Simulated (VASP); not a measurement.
**A vacancy on the Al site in Al**

Wanted: what a vacancy on the Al site costs in Al and how the lattice relaxes round it.

Method: PBEsol; plane waves and PAW (Al), in VASP 6.6.1.

## Step 1: The host crystal

The structure is cubic, space group Fm-3m (No. 225). Conventional cell: a = 4.050 Å, b = 4.050 Å, c = 4.050 Å, α = 90.00°, β = 90.00°, γ = 90.00°. Nearest to Al lie 12 Al at 2.86 Å.

## Step 2: Relaxing the host crystal

The later steps need the crystal at this functional's own lattice; a raised cutoff keeps the stress reliable while the cell changes.

File INCAR:

```
SYSTEM = Al
PREC = Accurate
ENCUT = 350
EDIFF = 1E-06
NELM = 120
ISMEAR = 1
SIGMA = 0.15
LREAL = .FALSE.
ALGO = Normal
GGA = PS
NBANDS = 7
LORBIT = 11
LWAVE = .FALSE.
LCHARG = .FALSE.
KPAR = 8
IBRION = 2
NSW = 40
ISIF = 3
EDIFFG = -0.02
POTIM = 0.4
```

File POSCAR:

```
Al
1.0
    0.0000000000      2.0250000000      2.0250000000
    2.0250000000      0.0000000000      2.0250000000
    2.0250000000      2.0250000000      0.0000000000
Al
1
Direct
    0.0000000000      0.0000000000      0.0000000000
```

File KPOINTS:

```
Automatic mesh
0
Gamma
14 14 14
0 0 0
```

Potentials, in the order of the species: Al (PBE family, release 64).

Launch:

```console
mpirun -np 8 vasp_std
```

Log:

```text
[banner, memory and clock lines left out]
running    8 mpi-ranks, on    1 nodes
 distrk:  each k-point on    1 cores,    8 groups
 distr:  one band on    1 cores,    1 groups

 POSCAR found type information on POSCAR Al
 POSCAR found :  1 types and       1 ions
|                                                                             |
|           W    W    AA    RRRRR   N    N  II  N    N   GGGG   !!!           |
|           W    W   A  A   R    R  NN   N  II  NN   N  G    G  !!!           |
|           W    W  A    A  R    R  N N  N  II  N N  N  G       !!!           |
|           W WW W  AAAAAA  RRRRR   N  N N  II  N  N N  G  GGG   !            |
|           WW  WW  A    A  R   R   N   NN  II  N   NN  G    G                |
|           W    W  A    A  R    R  N    N  II  N    N   GGGG   !!!           |
|                                                                             |
|     For optimal performance we recommend to set                             |
|       NCORE = 2 up to number-of-cores-per-socket                            |
|     NCORE specifies how many cores store one orbital (NPAR=cpu/NCORE).      |
|     This setting can greatly improve the performance of VASP for DFT.       |
|     The default, NCORE=1 might be grossly inefficient on modern             |
|     multi-core architectures or massively parallel machines. Do your        |
|     Unfortunately you need to use the default for GW and RPA                |
|     calculations (for HF NCORE is supported but not extensively tested      |
|     yet).                                                                   |
|                                                                             |

|                                                                             |
|               ----> ADVICE to this user running VASP <----                  |
|                                                                             |
|     You enforced a specific xc type in the INCAR file but a different       |
|     [... a line on the potential file left out ...]
|     I HOPE YOU KNOW WHAT YOU ARE DOING!                                     |
|                                                                             |

 LDA part: xc-table for (Slater+PW92), standard interpolation
 POSCAR, INCAR and KPOINTS ok, starting setup
 FFT: planning ... GRIDC
 FFT: planning ... GRID_SOFT
 FFT: planning ... GRID
 WAVECAR not read
 entering main loop
       N       E                     dE             d eps       ncg     rms          rms(c)
DAV:   1    -0.317276432259E+01   -0.31728E+01   -0.68245E+02  1659   0.156E+02
DAV:   2    -0.410457472322E+01   -0.93181E+00   -0.86879E+00  1988   0.174E+01
DAV:   3    -0.410916131287E+01   -0.45866E-02   -0.45839E-02  2009   0.123E+00
DAV:   4    -0.410916891494E+01   -0.76021E-05   -0.76011E-05  2191   0.425E-02
DAV:   5    -0.410916892349E+01   -0.85524E-08   -0.89724E-08  2058   0.878E-04    0.140E+00
DAV:   6    -0.409198440678E+01    0.17185E-01   -0.23024E-03  1869   0.220E-01    0.797E-01
DAV:   7    -0.408037837968E+01    0.11606E-01   -0.62783E-03  1827   0.351E-01    0.169E-01
DAV:   8    -0.408036278811E+01    0.15592E-04   -0.22573E-05  2135   0.353E-02    0.100E-02
DAV:   9    -0.408036199719E+01    0.79092E-06   -0.40758E-07  1981   0.307E-03
   1 F= -.40803620E+01 E0= -.40803062E+01  d E =-.408036E+01
 curvature:   0.00 expect dE= 0.000E+00 dE for cont linesearch  0.000E+00
 trial: gam= 0.00000 g(F)=  0.825E-66 g(S)=  0.631E-02 ort = 0.000E+00 (trialstep = 0.100E+01)
 search vector abs. value=  0.631E-02
 bond charge predicted
       N       E                     dE             d eps       ncg     rms          rms(c)
DAV:   1    -0.408409712961E+01   -0.37343E-02   -0.36535E-02  1848   0.861E-01    0.151E-01
DAV:   2    -0.408391076654E+01    0.18636E-03   -0.19047E-04  1827   0.102E-01    0.597E-02
DAV:   3    -0.408378889260E+01    0.12187E-03   -0.47673E-05  1904   0.282E-02    0.190E-02
DAV:   4    -0.408378363774E+01    0.52549E-05   -0.31204E-06  2114   0.749E-03    0.126E-02
DAV:   5    -0.408378367058E+01   -0.32848E-07   -0.18998E-08   882   0.954E-04
   2 F= -.40837837E+01 E0= -.40837493E+01  d E =-.342167E-02
 trial-energy change:   -0.003422  1 .order   -0.003369   -0.006305   -0.000432
 step:   1.0696(harm=  1.0736)  dis= 0.00000  next Energy=    -4.083799 (dE=-0.344E-02)
 reached required accuracy - stopping structural energy minimisation
```

Wall time 2.4 s (8 MPI ranks of Intel Xeon Platinum 8488C (Sapphire Rapids), shared host); peak memory 0.86 GiB.

Lines that name or quote the potential files are left out of all logs, and their timing lines are given in words.

From OUTCAR (step 2):

```text
ion  position               nearest neighbor table
   1  0.000  0.000  0.000-

  LATTYP: Found a face centered cubic cell.
 ALAT       =     4.0500000000

 Subroutine GETGRP returns: Found 48 space group operations
 (whereof 48 operations were pure point group operations)

The static configuration has the point symmetry O_h .

 Found    104 irreducible k-points:

   k-points           NKPTS =    104   k-points in BZ     NKDIM =    104   number of bands    NBANDS=      7

   dimension x,y,z NGX =    18 NGY =   18 NGZ =   18
   dimension x,y,z NGXF=    36 NGYF=   36 NGZF=   36

   ENCUT  =  350.0 eV  25.72 Ry    5.07 a.u.   4.37  4.37  4.37*2*pi/ulx,y,z

   NELECT =       3.0000    total number of electrons

 k-points in reciprocal lattice and weights: Automatic mesh
   0.00000000  0.00000000  0.00000000       0.000
   0.07142857  0.00000000  0.00000000       0.003
   0.14285714  0.00000000  0.00000000       0.003
   0.21428571  0.00000000  0.00000000       0.003
   0.28571429  0.00000000  0.00000000       0.003
   0.35714286  0.00000000  0.00000000       0.003
   0.42857143  0.00000000  0.00000000       0.003
   0.50000000  0.00000000  0.00000000       0.001
   0.07142857  0.07142857  0.00000000       0.002
[...]
-0.28571429  0.42857143  0.21428571       0.009
  -0.28571429  0.50000000  0.21428571       0.004

 average (electrostatic) potential at core
       1 -72.0799

 E-fermi :   8.1240

 k-point     1 :       0.0000    0.0000    0.0000
  band No.  band energies     occupation
      1      -3.1066      2.00000
      2      20.8820      0.00000
      3      20.8820      0.00000
      4      20.8820      0.00000
      5      22.5244      0.00000
      6      22.5244      0.00000
    ...

 k-point     2 :       0.0714    0.0000    0.0000
  band No.  band energies     occupation
      1      -2.9661      2.00000
      2      18.7543      0.00000
      3      20.4479      0.00000
      4      20.4479      0.00000
      5      23.1354      0.00000
      6      23.1771      0.00000
    ...

 k-point     3 :       0.1429    0.0000    0.0000
  band No.  band energies     occupation
      1      -2.5452      2.00000
      2      15.8425      0.00000
      3      19.8243      0.00000
      4      19.8243      0.00000
      5      23.0331      0.00000
      6      24.3118      0.00000
    ...

  Total       -0.0159939     -0.0159939     -0.0159939      0.0000000      0.0000000      0.0000000
  in kB       -1.5854306     -1.5854306     -1.5854306      0.0000000      0.0000000      0.0000000
  external PRESSURE =      -1.5854306 kB  Pullay stress =       0.0000000 kB

  energy-cutoff  :      350.00
  volume of cell :       16.16
      direct lattice vectors                 reciprocal lattice vectors
    -0.000000000  2.006762134  2.006762134    -0.249157581  0.249157581  0.249157581
     2.006762134 -0.000000000  2.006762134     0.249157581 -0.249157581  0.249157581
     2.006762134  2.006762134  0.000000000     0.249157581  0.249157581 -0.249157581

 POSITION                                       TOTAL-FORCE (eV/Angst)
 -----------------------------------------------------------------------------------
      2.00676      2.00676      4.01352        -0.000000     -0.000000     -0.000000
 -----------------------------------------------------------------------------------
    total drift:                                0.000000     -0.000000      0.000000

  FREE ENERGIE OF THE ION-ELECTRON SYSTEM (eV)
  ---------------------------------------------------
  free  energy   TOTEN  =        -4.0837836706 eV

  energy  without entropy=       -4.0836804814  energy(sigma->0) =       -4.08374927

 reached required accuracy - stopping structural energy minimisation

 total charge
# of ion       s       p       d       tot
------------------------------------------
    1        0.426   0.350   0.000   0.776

[... 3 further parts left out ...]
```

CONTCAR:

```
Al
   1.00000000000000
    -0.0000000000000000    2.0067621342247213    2.0067621342247213
     2.0067621342247213   -0.0000000000000000    2.0067621342247213
     2.0067621342247213    2.0067621342247213    0.0000000000000000
  Al
     1
Direct
     1.0000000000000000    1.0000000000000000    0.0000000000000000
```

This run has no spin polarisation. Its electron count is odd, so without a moment it is a metal by construction. The PAW data sets were made with PBE, which is usual practice but a small mismatch for other functionals. The run keeps the 48 symmetry operations of its start, so it cannot find a distortion of lower symmetry.

Relaxation path:

| step | energy less that of the first step (eV) | largest force (eV/Å) | pressure (GPa) | volume (Å³) |
| --- | --- | --- | --- | --- |
| 1 | 0.0000 | 0.0000 | -2.25 | 16.61 |
| 2 | -0.0034 | 0.0000 | -0.16 | 16.16 |

| conventional cell, symmetrised | before | after | change |
| --- | --- | --- | --- |
| a (Å) | 4.050 | 4.014 | -0.9 % |
| b (Å) | 4.050 | 4.014 | -0.9 % |
| c (Å) | 4.050 | 4.014 | -0.9 % |
| volume (Å³/atom) | 16.61 | 16.16 | -2.7 % |

Final coordinates:

```xyz
1
Lattice="0.0000 2.0068 2.0068 2.0068 0.0000 2.0068 2.0068 2.0068 0.0000" Properties=species:S:1:pos:R:3 pbc="T T T"
Al    0.0000    0.0000    0.0000
```

This step gave:

```yaml
electronic_cycles: 14
electrons: 3
free_energy_toten: -4.084 eV
fermi_energy: 8.124 eV
labelled_metallic_from_the_levels_on_this_mesh: yes
```

The run ended after 2 ionic steps, 0.003 eV below its first step, once forces and stress met EDIFFG = -0.02.

(Part 1 of 3 ends here.)

[Lines on the potential files, build, host, timing and source positions are cut from VASP's logs without a mark.]

[Logs are printed without paths, hosts, clocks, repeated set-up lines and the standing remarks that a program may print on its own settings, such as how far it seeks lower states.]

[Hosts, paths, dates, database ids (printed as entryN), source tags and the programs' standing remarks are cut or masked in the printed files.]

[In band tables of VASP the shares of atoms and orbitals are scaled to a sum of 1 inside the atoms' spheres.]

[Runs that stopped without an error message from VASP are left out.]
